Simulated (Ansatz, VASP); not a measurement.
# Cross-check of SiC (Moissanite 3C) between VASP and Ansatz, part 2 of 2

Wanted: the spread between two codes on one cell, functional and k mesh. The cell is taken from a series of runs on this material, whose earlier steps may have relaxed, scaled, displaced or heated it; both programs get it as it stands.

VASP 6.6.1 and Ansatz 0.2.0.

So far: The starting structure; VASP: zone-centre phonons, r2SCAN.

## 3. Ansatz: zone-centre phonons, r2SCAN

Level of this step: Ansatz beside VASP: Kohn-Sham DFT, plane waves, r2SCAN (Ansatz).

Ansatz runs on its default PAW (the set named soft_2) files.

The same cell, functional and mesh now go to Ansatz, which takes its cutoff from its data sets.

The input, input.yaml:

```yaml
crystal:
  lattice:
    - [0.0, 2.1672190229, 2.1672190229]
    - [2.1672190229, 0.0, 2.1672190229]
    - [2.1672190229, 2.1672190229, 0.0]
  atoms:
    - { symbol: Si, position: [0.0, 0.0, 0.0] }
    - { symbol: C, position: [0.25, 0.25, 0.25] }
kpoints:
  mp_grid: { grid: [10, 10, 10] }
hamiltonian:
  xc: r2scan
scf:
  occupations: { method: fixed }
output:
  eigenvalues: true
phonons:
  method: dfpt
  dielectric: true
  rigid_motions: translations
```

Run with:

```sh
$ ansatz run input.yaml --threads 4 --pin off --max-ram 15360MiB --backend cpu --events-out ev --progress --plain --runs-dir out
```

Numbers of over 12 decimals in the logs are rounded to 6 here.

The log of the run:

```text
Engine: ansatz 0.2.0, aarch64-unknown-linux-gnu
Pseudopotentials: kind: paw
Pseudopotential: Si, paw, valence charge 4, recommended cutoff 500 eV (meta_gga), Si.paw.azcp
Pseudopotential: C, paw, valence charge 4, recommended cutoff 500 eV (meta_gga), C.paw.azcp
Functional definition: r2SCAN
  parameter k0 = 0.174
  parameter k1 = 0.065
  parameter a1 = 4.9479
  exchange = r2scan_x(k0 = k0, k1 = k1, a1 = a1)
  correlation = r2scan_c
Crystal: 2 atoms, lattice volume = 20.358 Å³
Basis set: ecut = 500 eV, 531 PW (Γ), exchange–correlation on 120×120×120 points (125 copies of the dense FFT grid, shifted against one another)
Bands: 8, of which v1, the nominal top of the filled ones, is band 4 counted from 1 (3 counted from 0)
Symmetry: 24 space group operations
k-points: 171 of 1000 (irreducible under 4 space group operations, time reversal used)
Non-local potential: Si, projectors of the file, l = 0: 2, l = 1: 2, l = 2: 2
Non-local potential: C, projectors of the file, l = 0: 2, l = 1: 2, l = 2: 1
PAW form: soft (Blöchl's): semilocal exchange-correlation on the pseudo side does not see the compensation charge
PAW frozen core: Si, regenerated for the run's functional (the file was generated under x = pbe(κ = 0.804, μ = 0.219515), c = pbe(β = 0.066725))
PAW frozen core: C, regenerated for the run's functional (the file was generated under x = pbe(κ = 0.804, μ = 0.219515), c = pbe(β = 0.066725))
PAW one-centre angular grid: Si, 302 points (default); XC on 160 Gauss nodes
PAW one-centre angular grid: C, 302 points (default); XC on 239 of its mesh's 2573 points in the sphere
Initial density: superposition of atomic densities (neutral atoms: chi_scale 0, normalization atom), corrected by the library's trained network
Initial wavefunctions: pseudopotential atomic-orbital guess
Functional: x = r2scan, c = r2scan; τ floored in thin density (d = 2e-4 eV/Å³)
SCF iter   1: F=—  HF=-891.284678 eV  |F-HF|=—  |Δ(HF+E_count)|=         —  Δρ=5.91e-3  dr2=4.96e-3  dr2_τ=2.03e-1  ethr=1.77e-3  ⟨swp⟩=5.1  Hψ=9743  notcnv=0  defer=318
preconditioner: auto → none  [insulator: Δε(μ)=1.649 eV  Ē_g=15.156 eV  n_scr=0 (ndim 8)  ℏωp=23.3 eV  f_vac=0.000  ε∞_Penn≈3.4]
SCF iter   2: F=—  HF=-891.330522 eV  |F-HF|=—  |Δ(HF+E_count)|=   4.58e-2  Δρ=4.04e-3  dr2=1.79e-3  dr2_τ=3.65e-5  ethr=6.20e-5  ⟨swp⟩=2.0  Hψ=3782  notcnv=0  defer=328
SCF iter   3: F=—  HF=-891.330499 eV  |F-HF|=—  |Δ(HF+E_count)|=   2.32e-5  Δρ=9.57e-4  dr2=1.47e-4  dr2_τ=6.21e-6  ethr=2.24e-5  ⟨swp⟩=2.8  Hψ=2366  notcnv=0  defer=330
SCF iter   4: F=—  HF=-891.330527 eV  |F-HF|=—  |Δ(HF+E_count)|=   2.81e-5  Δρ=8.30e-5  dr2=9.11e-7  dr2_τ=2.26e-7  ethr=1.84e-6  ⟨swp⟩=2.5  Hψ=2331  notcnv=0  defer=326
SCF iter   5: F=—  HF=-891.330527 eV  |F-HF|=—  |Δ(HF+E_count)|=   2.36e-9  Δρ=5.53e-5  dr2=5.60e-7  dr2_τ=1.93e-8  ethr=1.14e-8  ⟨swp⟩=2.0  Hψ=2037  notcnv=0
SCF iter   6: F=—  HF=-891.330527 eV  |F-HF|=—  |Δ(HF+E_count)|=   3.05e-8  Δρ=2.42e-5  dr2=1.03e-7  dr2_τ=6.93e-10  ethr=7.00e-9  ⟨swp⟩=2.0  Hψ=1951  notcnv=0
SCF iter   7: F=—  HF=-891.330527 eV  |F-HF|=—  |Δ(HF+E_count)|=   2.00e-9  Δρ=4.33e-6  dr2=3.30e-9  dr2_τ=2.51e-11  ethr=1.28e-9  ⟨swp⟩=2.1  Hψ=2045  notcnv=0
SCF iter   8: F=-891.330527 eV  HF=-891.330527 eV  |F-HF|=7.05e-12  |Δ(HF+E_count)|=  2.39e-12  Δρ=4.74e-7  dr2=3.78e-11  dr2_τ=3.09e-13  ethr=1.25e-12  ⟨swp⟩=6.4  Hψ=8974  notcnv=0
SCF 1 converged in 8 iterations: F = -891.330527 eV  dr2 = 3.78e-11
  greatest PAW one-centre occupation: 0.661 electrons in one spin orbital (limit 2), on the C atom at site 1 (counted from 0), in its partial waves of l = 0
NSCF: frozen V_eff on 2 k-points
DFPT response loops at Γ: preconditioner auto → none (the input reference at scf.mixing.eps_inf says where Resta's filter doesn't serve); β = 0.50; Broyden in place of MSR1
── the response to a field inside a basis, on 10×10×10 k-points: an SCF that follows is theirs, and a resumed run solves both again ──
Bands: 5, of which v1, the nominal top of the filled ones, is band 4 counted from 1 (3 counted from 0)
k-points: 110 of 1000 (irreducible under 6 space group operations, time reversal used)
Initial density: handed on by an earlier stage of this run
Initial wavefunctions: pseudopotential atomic-orbital guess (no wavefunctions were taken with the density)
Eigensolver: Dense (110 Hₖ)
SCF iter   1: F=—  HF=-891.329378 eV  |F-HF|=—  |Δ(HF+E_count)|=         —  Δρ=7.25e-5  dr2=1.69e-7  dr2_τ=3.40e-7  ethr=1.00e-1
preconditioner: auto → none  [insulator: Δε(μ)=1.936 eV  Ē_g=11.577 eV  n_scr=0 (ndim 8)  ℏωp=23.3 eV  f_vac=0.000  ε∞_Penn≈5.0]
SCF iter   2: F=-891.329379 eV  HF=-891.329379 eV  |F-HF|=1.34e-7  |Δ(HF+E_count)|=   8.29e-7  Δρ=3.80e-5  dr2=4.08e-8  dr2_τ=3.15e-8  ethr=2.12e-9
SCF 1 converged in 2 iterations: F = -891.329379 eV  dr2 = 4.08e-8
DFPT response loops at Γ: mixed as the last ones told, above
SCF converged after 8 iterations
Free energy (F): -891.330527 eV
Harris-Foulkes:  -891.330527 eV  (|F-HF|=7.05e-12)
Internal energy: -891.330527 eV  (E = F + TS)
E sigma→0 (E₀):  -891.330527 eV
Fermi energy:    9.566205 eV
--- Per-component energies (eV) ---
  E_band       = 26.767437
  E_kinetic    = 136.886604
  E_local      = -102.673036  (includes V_loc(G=0)·N_el)
  E_nonlocal   = 50.574236
  E_hartree    = 32.324989
  E_xc         = -101.644882
  E_vxc        = -119.030567  (∫ρ·V_xc dr)
  E_paw        = -620.365378  (= ΣΔE_a)
  E_vpaw       = -9.222239  (= ΣTr[D̂ρ^β])
  E_aug_tail   = 0.000009  (compensation charges beyond the density's cutoff)
  E_vtau       = 5.582414  (kinetic-family band-sum trace: ∫τ·v_τ [+ j·A + Jᵃ·Aᵃ] dr)
  E_ewald      = -286.331861
  E_core_change = -0.101207  (= ΣΔE_core)
  E_smearing   = -0.000000  (= −TS)
  E_closure    = 0.000000  (closes the sum)
  Σ components = -891.330527   (vs F -891.330527, Δ=0.00e0)
--- Band table (eV; the first three rows and the last of 171) ---
  k-point 0: bands = ["-6.7443", "9.5662", "9.5662", "9.5662", "16.5714", "17.5386", "17.5386", "17.5386"]
  k-point 1: bands = ["-6.5393", "8.5144", "9.4263", "9.4263", "16.8069", "17.7987", "17.7987", "17.8990"]
  k-point 2: bands = ["-5.9340", "6.2896", "9.1040", "9.1040", "16.4848", "18.1714", "18.1714", "19.2535"]
  k-point 170: bands = ["-1.6068", "2.2098", "4.1593", "5.5475", "15.2530", "18.8140", "20.3584", "21.1820"]
--- Phonons (Γ-DFPT): 2 representative perturbations + reference, on 171 of 1000 k-points (Σ response iterations 10) ---
  k mesh reduced under 4 symmetry operations, with k and −k counted as one. Each operation leaves every solved perturbation unchanged. A smaller set is not considered because the functional reads the kinetic-energy density
  ASR residual: 7.464e-4 → 0.000e0 eV/Å²; symmetrization residual: 1.954e-6 eV/Å²
  ASR residual per site (eV/Å²): 2.85e-4 7.46e-4
  Γ frequencies (cm⁻¹): 0.00 0.00 0.00 812.30 812.30 812.30
  ε∞ (high-frequency dielectric tensor):
        6.482692    -0.000000     0.000000
       -0.000000     6.482692     0.000000
        0.000000     0.000000     6.482692
  ε⁰ (static dielectric tensor: ions relaxed, cell fixed):
        9.728767     0.000000    -0.000000
        0.000000     9.728767     0.000000
       -0.000000     0.000000     9.728767
  ε⁰ − ε∞ (ionic part):
        3.246075     0.000000    -0.000000
        0.000000     3.246075     0.000000
       -0.000000     0.000000     3.246075
  softest optical mode at Γ: 812.30 cm⁻¹; the repairs (sum rule, projections) moved no ω² at Γ by more than (4.14 cm⁻¹)²
  Born effective charges Z* (e; rows j = field, columns β = displacement):
    site 0:
         2.73043    0.00000   -0.00000
        -0.00000    2.73043    0.00000
        -0.00000    0.00000    2.73043
    site 1:
        -2.73043   -0.00000    0.00000
         0.00000   -2.73043   -0.00000
         0.00000   -0.00000   -2.73043
  Z* charge neutrality: 9.712e-5 e pre-enforcement
  solved inside a basis spanned on kpoints, on 10×10×10 k-points, its susceptibility summed on 14×14×14: ε∞ is read to err by 1.7e-2, Z* by 8.6e-3 e (field_mesh: kpoints solves on kpoints); Z* is corrected for what the basis lacks
  optical modes at Γ without the LO–TO term, one row a degenerate level:
      ω (cm⁻¹)  modes    IR ((D/Å)²/amu)
        812.30      3            61.3327
  optical modes at Γ + LO–TO along q̂ = [1.0000, 0.0000, 0.0000]:
      ω (cm⁻¹)  modes    IR ((D/Å)²/amu)
        812.30      2            40.8885
        995.10      1            20.4442
  optical modes at Γ + LO–TO along q̂ = [0.0000, 1.0000, 0.0000]:
      ω (cm⁻¹)  modes    IR ((D/Å)²/amu)
        812.30      2            40.8885
        995.10      1            20.4442
  optical modes at Γ + LO–TO along q̂ = [0.0000, 0.0000, 1.0000]:
      ω (cm⁻¹)  modes    IR ((D/Å)²/amu)
        812.30      2            40.8885
        995.10      1            20.4442
```

## 4. Differences

Known differences besides the potentials themselves: VASP keeps PBE cores, Ansatz makes them for the functional; fixed occupations in Ansatz, narrow Gaussian smearing in VASP; the cutoff is 500 eV in Ansatz and 660 eV in VASP; VASP uses finite displacements, Ansatz perturbation theory. Total energies have different zeros and are not compared.

Both answers:

```
                  quantity  Ansatz   VASP  difference
optical mode 1 to 3 (cm⁻¹)   812.3  810.9     +0.17 %
```

Modes are paired by rising frequency, not by their patterns, so a pair may set unlike modes beside each other; they are those without the splitting of longitudinal modes.

## 5. Summary of results

```
r.m.s. difference of the optical zone-centre modes, each program's sorted by frequency (zone-centre phonons, r2SCAN) : 1.4 cm⁻¹
```

**Reading.** The r.m.s. difference of the optical zone-centre modes, each program's sorted by frequency is 1.4 cm⁻¹ (zone-centre phonons, r2SCAN). Such differences can come from data sets, numerical settings and the points named under the comparisons, not from the functional's error against experiment.

[Lines on the potential files, build, host, timing and source positions are cut from VASP's logs without a mark.]

[Logs are printed without paths, hosts, clocks, repeated set-up lines and the standing remarks that a program may print on its own settings, such as how far it seeks lower states.]

[Hosts, paths, dates, database ids (printed as entryN), source tags and the programs' standing remarks are cut or masked in the printed files.]
